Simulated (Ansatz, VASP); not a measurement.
## Si2WN4 in two plane-wave programs

Wanted: the spread between two codes on one cell, functional and k mesh. The cell is taken from a series of runs on this material, whose earlier steps may have relaxed, scaled, displaced or heated it; both programs get it as it stands.

Method: plane waves, with VASP 6.6.1 beside it; single point at PBEsol, spin-orbit coupling, in Ansatz 0.2.0.

### 1. Set-up

The cell holds 14 atoms: 2 W, 8 N and 4 Si. Its edges and angles: a = 2.883 Å, b = 2.883 Å, c = 56.900 Å, α = 90.0°, β = 90.0°, γ = 120.0°. It derives from N4Si2W1. Vacuum lies along c.

Coordinates:

```xyz
14
Lattice="2.8826 0.0000 0.0000 -1.4413 2.4964 0.0000 0.0000 0.0000 56.9000" Properties=species:S:1:pos:R:3
W     0.0000    0.0000   23.5179
W     1.4413    0.8321   33.3821
N     0.0000    1.6643   24.7595
N     0.0000    1.6643   22.2751
N     1.4413    0.8321   26.9967
N     1.4413    0.8321   20.0321
N     0.0000    1.6643   34.6249
N     0.0000    1.6643   32.1405
N     0.0000    0.0000   36.8679
N     0.0000    0.0000   29.9033
Si    0.0000    1.6643   26.4929
Si    0.0000    1.6643   20.5401
Si    0.0000    1.6643   36.3599
Si    0.0000    1.6643   30.4071
```

### 2. Ansatz: single point, PBEsol, spin-orbit coupling

Ansatz runs on its PAW fully relativistic soft_1 files.

With cell and atoms fixed, the geometry can't cause a difference; cores, projectors, grids and the points listed under the comparison can.

input.yaml reads:

```yaml
crystal:
  lattice:
    - [2.8825925047, 0.0, 0.0]
    - [-1.4412962523, 2.4963983378, 0.0]
    - [0.0, 0.0, 56.9]
  atoms:
    - { symbol: W, position: [0.0, 0.0, 0.4133203399] }
    - { symbol: "N", position: [0.3333333333, 0.6666666667, 0.4351404233] }
    - { symbol: "N", position: [0.3333333333, 0.6666666667, 0.3914787522] }
    - { symbol: Si, position: [0.3333333333, 0.6666666667, 0.4656037339] }
    - { symbol: Si, position: [0.3333333333, 0.6666666667, 0.3609861213] }
    - { symbol: "N", position: [0.6666666667, 0.3333333333, 0.4744589381] }
    - { symbol: "N", position: [0.6666666667, 0.3333333333, 0.352058323] }
    - { symbol: W, position: [0.6666666667, 0.3333333333, 0.5866796601] }
    - { symbol: "N", position: [0.3333333333, 0.6666666667, 0.6085212478] }
    - { symbol: "N", position: [0.3333333333, 0.6666666667, 0.5648595767] }
    - { symbol: Si, position: [0.3333333333, 0.6666666667, 0.6390138787] }
    - { symbol: Si, position: [0.3333333333, 0.6666666667, 0.5343962661] }
    - { symbol: "N", position: [0.0, 0.0, 0.647941677] }
    - { symbol: "N", position: [0.0, 0.0, 0.5255410619] }
  periodic: [true, true, false]
kpoints:
  mp_grid: { grid: [9, 9, 1] }
  band_path:
    path: [[0.0, 0.0, 0.0], [0.5, 0.0, 0.0], [0.3333333333, 0.3333333333, 0.0]]
    npoints: 1
hamiltonian:
  xc: pbesol
  pseudopotentials: { kind: paw_fr, azcp: { folder: soft_1 }, xc_functional: pbe }
scf:
  occupations: { method: fixed }
  n_extra_bands: 16
magnetization:
  noncollinear: true
  spin_orbit: true
output:
  eigenvalues: true
  forces: true
  stress: true
```

Run with:

```sh
ansatz run input.yaml --threads 3 --pin off --max-ram 92160MiB --backend cuda --events-out ev --progress --plain --runs-dir out --devices 1 --max-vram 13GiB
```

Numbers of over 12 decimals in the logs are rounded to 6 here.

Log:

```text
scf.n_extra_bands = 16 over 84 filled bands (N_el = 84.0): the run solves 100 bands
GPUs: using 1 of 1 available (devices: 1).
Engine: ansatz 0.2.0, x86_64-unknown-linux-gnu
Pseudopotentials: kind: paw_fr
Pseudopotential: W, paw, valence charge 14, recommended cutoff 420 eV (normal), soft_1/W.paw.azcp
Pseudopotential: N, paw, valence charge 5, recommended cutoff 420 eV (normal), soft_1/N.paw.azcp
Pseudopotential: Si, paw, valence charge 4, recommended cutoff 420 eV (normal), soft_1/Si.paw.azcp
Functional definition: PBEsol
  exchange = pbesol_x
  correlation = pbesol_c
non-collinear run that drives no moment, with spin-orbit: no starting moment large enough to seed its density (crystal.atoms[].spin), no starting occupations that ask for one, no magnetisation constraint and no magnetic field, so the semilocal B_xc is pinned to zero
device memory: the entry about to start is reckoned to put 7.9 GiB on a device that reports 42.3 GiB free (of which the cap on the GPU budget leaves the run 13.0 GiB)
GPU FFT provider: cuFFT
GPU libraries: cuBLAS 13.8.2, cuFFT 12.4.0, cuSOLVER 12.3.4
Crystal: 14 atoms, lattice volume = 409.458 Å³
Basis set: ecut = 420 eV, 7991 PW (Γ), exchange–correlation on 40×40×768 points (8 copies of the dense FFT grid, shifted against one another)
Bands: 100, of which v1, the nominal top of the filled ones, is band 84 counted from 1 (83 counted from 0)
Symmetry: 12 space group operations + 12 with time reversal
Magnetic group: BNS 164.86 (UNI 1316), of the structure as read, at distance tolerance 7.4e-5 Å
k-points: 12 of 81
Projection manifold: j_resolved (fully-relativistic pseudo-atomic orbitals)
Non-local potential: W, projectors of the file, resolved by j, l = 0: 3, l = 1: 4, l = 2: 4, l = 3: 2
Non-local potential: N, projectors of the file, resolved by j, l = 0: 2, l = 1: 4, l = 2: 2
Non-local potential: Si, projectors of the file, resolved by j, l = 0: 2, l = 1: 4, l = 2: 2
PAW form: soft (Blöchl's): semilocal exchange-correlation on the pseudo side does not see the compensation charge
PAW frozen core: W, regenerated for the run's functional, and the local potential with it (the file was generated under x = pbe(κ = 0.804, μ = 0.219515), c = pbe(β = 0.066725))
PAW frozen core: N, regenerated for the run's functional, and the local potential with it (the file was generated under x = pbe(κ = 0.804, μ = 0.219515), c = pbe(β = 0.066725))
PAW frozen core: Si, regenerated for the run's functional, and the local potential with it (the file was generated under x = pbe(κ = 0.804, μ = 0.219515), c = pbe(β = 0.066725))
PAW one-centre angular grid: W, 590 points (default); XC on 64 Gauss nodes
PAW one-centre angular grid: N, 110 points (default); XC on 64 Gauss nodes
PAW one-centre angular grid: Si, 110 points (default); XC on 64 Gauss nodes
Initial density: superposition of atomic densities (neutral atoms: chi_scale 0, normalization atom)
Initial wavefunctions: pseudopotential atomic-orbital guess
GPU buffer pool allocated for 153600 grid points (all kernels)
GPU transforms: local potential and band sums: pruned to the plane-wave sphere, on 20×20×384
Functional: x = pbesol(κ = 0.804, μ = 0.123457), c = pbesol(β = 0.046)
SCF iter   1: F=—  HF=-26106.417859 eV  |F-HF|=—  |Δ(HF+E_count)|=         —  Δρ=1.03e-1  dr2=4.77e1  dr2_m=0.00e0 (ungated)  ethr=3.10e-3  |M|=0.00e0 ∫|m|=0.00e0 μB  |m|>n=0.0e0 m-floor=0.0e0 τ_xc=0.0e0  β_m=0.30  ⟨swp⟩=8.3  Hψ=4491  notcnv=0  defer=142
preconditioner: auto → Resta (q_TF=auto, 2.095 Å⁻¹)  ε∞=2.3  [insulator: Δε(μ)=2.268 eV  Ē_g=13.057 eV  n_scr=36 (ndim 8)  ℏωp=15.1 eV  f_vac=0.641  ε∞_Penn≈2.3  vacuum switching on, ρ_ref=1.2e-2 e/Å³]
spin=Noncollinear: Resta preconditioning applied to the charge; magnetization (m_x, m_y, m_z) channels mix plain (no charge-response kernel on spin).
SCF iter   2: F=—  HF=-26094.257799 eV  |F-HF|=—  |Δ(HF+E_count)|=    1.22e1  Δρ=3.98e-2  dr2=6.48e0  dr2_m=0.00e0 (ungated)  ethr=3.10e-3  |M|=0.00e0 ∫|m|=0.00e0 μB  |m|>n=0.0e0 m-floor=0.0e0 τ_xc=0.0e0  β_m=0.37  ⟨swp⟩=5.4  Hψ=2034  notcnv=0  defer=138
SCF iter   3: F=—  HF=-26092.535487 eV  |F-HF|=—  |Δ(HF+E_count)|=    1.72e0  Δρ=1.90e-2  dr2=8.39e-1  dr2_m=0.00e0 (ungated)  ethr=3.10e-3  |M|=0.00e0 ∫|m|=0.00e0 μB  |m|>n=0.0e0 m-floor=0.0e0 τ_xc=0.0e0  β_m=0.53  ⟨swp⟩=3.8  Hψ=1427  notcnv=0  defer=144
SCF iter   4: F=—  HF=-26092.377182 eV  |F-HF|=—  |Δ(HF+E_count)|=   1.58e-1  Δρ=5.59e-3  dr2=7.03e-2  dr2_m=0.00e0 (ungated)  ethr=9.98e-4  |M|=0.00e0 ∫|m|=0.00e0 μB  |m|>n=0.0e0 m-floor=0.0e0 τ_xc=0.0e0  β_m=0.60  ⟨swp⟩=4.5  Hψ=1101  notcnv=0  defer=146
SCF iter   5: F=—  HF=-26092.373031 eV  |F-HF|=—  |Δ(HF+E_count)|=   4.15e-3  Δρ=1.43e-3  dr2=1.19e-2  dr2_m=0.00e0 (ungated)  ethr=8.37e-5  |M|=0.00e0 ∫|m|=0.00e0 μB  |m|>n=0.0e0 m-floor=0.0e0 τ_xc=0.0e0  β_m=0.53  ⟨swp⟩=4.8  Hψ=1693  notcnv=0  defer=144
[...]
SCF iter   8: F=—  HF=-26092.372657 eV  |F-HF|=—  |Δ(HF+E_count)|=   1.07e-4  Δρ=1.37e-4  dr2=1.63e-4  dr2_m=0.00e0 (ungated)  ethr=9.85e-7  |M|=0.00e0 ∫|m|=0.00e0 μB  |m|>n=0.0e0 m-floor=0.0e0 τ_xc=0.0e0  β_m=0.66  ⟨swp⟩=2.8  Hψ=951  notcnv=0  defer=144
SCF iter   9: F=—  HF=-26092.372246 eV  |F-HF|=—  |Δ(HF+E_count)|=   4.12e-4  Δρ=4.10e-5  dr2=9.51e-6  dr2_m=0.00e0 (ungated)  ethr=1.93e-7  |M|=0.00e0 ∫|m|=0.00e0 μB  |m|>n=0.0e0 m-floor=0.0e0 τ_xc=0.0e0  β_m=0.74  ⟨swp⟩=3.5  Hψ=1262  notcnv=0  defer=144
SCF iter  10: F=—  HF=-26092.372579 eV  |F-HF|=—  |Δ(HF+E_count)|=   3.34e-4  Δρ=1.14e-5  dr2=8.21e-7  dr2_m=0.00e0 (ungated)  ethr=1.13e-8  |M|=0.00e0 ∫|m|=0.00e0 μB  |m|>n=0.0e0 m-floor=0.0e0 τ_xc=0.0e0  β_m=0.66  ⟨swp⟩=3.8  Hψ=1557  notcnv=0  defer=144
SCF iter  11: F=—  HF=-26092.372580 eV  |F-HF|=—  |Δ(HF+E_count)|=   6.39e-8  Δρ=5.64e-6  dr2=1.58e-7  dr2_m=0.00e0 (ungated)  ethr=9.77e-10  |M|=0.00e0 ∫|m|=0.00e0 μB  |m|>n=0.0e0 m-floor=0.0e0 τ_xc=0.0e0  β_m=0.60  ⟨swp⟩=3.1  Hψ=1229  notcnv=0  defer=144
SCF iter  12: F=-26092.372580 eV  HF=-26092.372580 eV  |F-HF|=1.44e-9  |Δ(HF+E_count)|=   1.51e-8  Δρ=2.04e-6  dr2=2.51e-8  dr2_m=0.00e0 (ungated)  ethr=1.19e-10  |M|=0.00e0 ∫|m|=0.00e0 μB  |m|>n=0.0e0 m-floor=0.0e0 τ_xc=0.0e0  ⟨swp⟩=28.8  Hψ=5166  notcnv=0
SCF 1 converged in 12 iterations: F = -26092.372580 eV  dr2 = 2.51e-8
  greatest PAW one-centre occupation: 0.999 electrons in one spin orbital (limit 2), on the W atom at site 7 (counted from 0), in its partial waves of l = 0
device memory: the entry about to start is reckoned to put 4.8 GiB on a device that reports 35.8 GiB free (of which the cap on the GPU budget leaves the run 13.0 GiB)
NSCF: frozen V_eff on 3 k-points
SCF converged after 12 iterations
Magnetization: |M| = 0.0000 μB,  M = (+0.0000, +0.0000, +0.0000) μB
Absolute magnetization: 0.0000 μB (∫|m|)
  site 0: m = (+0.0000, +0.0000, +0.0000) μB, |m| = 0.0000 μB  (R = 0.86 Å)
  site 1: m = (+0.0000, +0.0000, +0.0000) μB, |m| = 0.0000 μB  (R = 0.72 Å)
  site 2: m = (+0.0000, +0.0000, +0.0000) μB, |m| = 0.0000 μB  (R = 0.72 Å)
  site 3: m = (+0.0000, +0.0000, +0.0000) μB, |m| = 0.0000 μB  (R = 0.72 Å)
  site 4: m = (+0.0000, +0.0000, +0.0000) μB, |m| = 0.0000 μB  (R = 0.72 Å)
  site 5: m = (+0.0000, +0.0000, +0.0000) μB, |m| = 0.0000 μB  (R = 0.72 Å)
  site 6: m = (+0.0000, +0.0000, +0.0000) μB, |m| = 0.0000 μB  (R = 0.72 Å)
  site 7: m = (+0.0000, +0.0000, +0.0000) μB, |m| = 0.0000 μB  (R = 0.86 Å)
  site 8: m = (+0.0000, +0.0000, +0.0000) μB, |m| = 0.0000 μB  (R = 0.72 Å)
  site 9: m = (+0.0000, +0.0000, +0.0000) μB, |m| = 0.0000 μB  (R = 0.72 Å)
  site 10: m = (+0.0000, +0.0000, +0.0000) μB, |m| = 0.0000 μB  (R = 0.72 Å)
  site 11: m = (+0.0000, +0.0000, +0.0000) μB, |m| = 0.0000 μB  (R = 0.72 Å)
  site 12: m = (+0.0000, +0.0000, +0.0000) μB, |m| = 0.0000 μB  (R = 0.72 Å)
  site 13: m = (+0.0000, +0.0000, +0.0000) μB, |m| = 0.0000 μB  (R = 0.72 Å)
Free energy (F): -26092.372580 eV
Harris-Foulkes:  -26092.372580 eV  (|F-HF|=1.44e-9)
Internal energy: -26092.372580 eV  (E = F + TS)
E sigma→0 (E₀):  -26092.372580 eV
Fermi energy:    -5.118237 eV
--- Per-component energies (eV) ---
  E_band       = -1736.938390
  E_kinetic    = 2075.401159
  E_local      = -711815.105239  (includes V_loc(G=0)·N_el)
  E_nonlocal   = 314.050400
  E_hartree    = 354727.593106
  E_xc         = -1237.300693
  E_vxc        = -1267.326924  (∫ρ·V_xc dr)
  E_paw        = -19922.825067  (= ΣΔE_a)
  E_vpaw       = -499.086846  (= ΣTr[D̂ρ^β])
  E_aug_tail   = 0.007180  (compensation charges beyond the density's cutoff)
  E_ewald      = 349765.001390
  E_core_change = 0.805184  (= ΣΔE_core)
  E_smearing   = -0.000000  (= −TS)
  E_closure    = -0.000000  (closes the sum)
  Σ components = -26092.372580   (vs F -26092.372580, Δ=0.00e0)
--- Forces (eV/Å), atoms counted from 1 ---
  atom   1  W     -0.00000000     0.00000000    -0.03238379
  atom   2  N      0.00000000    -0.00000000     0.00514441
  atom   3  N      0.00000000    -0.00000000    -0.01892484
  atom   4  Si     0.00000000    -0.00000000    -0.00295230
  atom   5  Si     0.00000000    -0.00000000    -0.08351434
  atom   6  N      0.00000000     0.00000000     0.00501833
  atom   7  N      0.00000000     0.00000000    -0.03826187
  atom   8  W      0.00000000    -0.00000000     0.03238379
  atom   9  N     -0.00000000     0.00000000     0.01892484
  atom  10  N     -0.00000000     0.00000000    -0.00514441
  atom  11  Si    -0.00000000     0.00000000     0.08351434
  atom  12  Si    -0.00000000     0.00000000     0.00295230
  atom  13  N      0.00000000    -0.00000000     0.03826187
  atom  14  N     -0.00000000    -0.00000000    -0.00501833
  max |Σ_I F_I| component: 6.48e-17 eV/Å
--- 2D stress c σ (N/m, compression-positive) ---
        7.150138      -0.000000       0.000000
       -0.000000       7.150138       0.000000
        0.000000       0.000000       0.000000
  P = ½ c Tr σ = 7.1501 N/m
--- Band table (eV; the first three rows and the last of 12) ---
  k-point 0: bands = [... 80 lower, -5.2142, -5.2142, -5.1182, -5.1182, -2.4023, -2.4023, -2.4014, -2.4014, ... 12 higher]
  k-point 1: bands = [... 80 lower, -5.4863, -5.4863, -5.4484, -5.4484, -2.5451, -2.5451, -2.4796, -2.4796, ... 12 higher]
  k-point 2: bands = [... 80 lower, -6.2911, -6.2911, -6.2752, -6.2752, -2.3875, -2.3875, -2.3391, -2.3391, ... 12 higher]
  k-point 11: bands = [... 80 lower, -5.7225, -5.7225, -5.3245, -5.3245, -3.1024, -3.1024, -3.0945, -3.0945, ... 12 higher]
  ° read free of the cell's end (the report's vacuum.weakly_bound_levels)
```

The column dr2 measures how far the density is from self-consistency, as an energy; F and HF (Harris–Foulkes) agree once it is small.

[end of part 1 of 2]

[Lines on the potential files, build, host, timing and source positions are cut from VASP's logs without a mark.]

[Logs are printed without paths, hosts, clocks, repeated set-up lines and the standing remarks that a program may print on its own settings, such as how far it seeks lower states.]

[Hosts, paths, dates, database ids (printed as entryN), source tags and the programs' standing remarks are cut or masked in the printed files.]
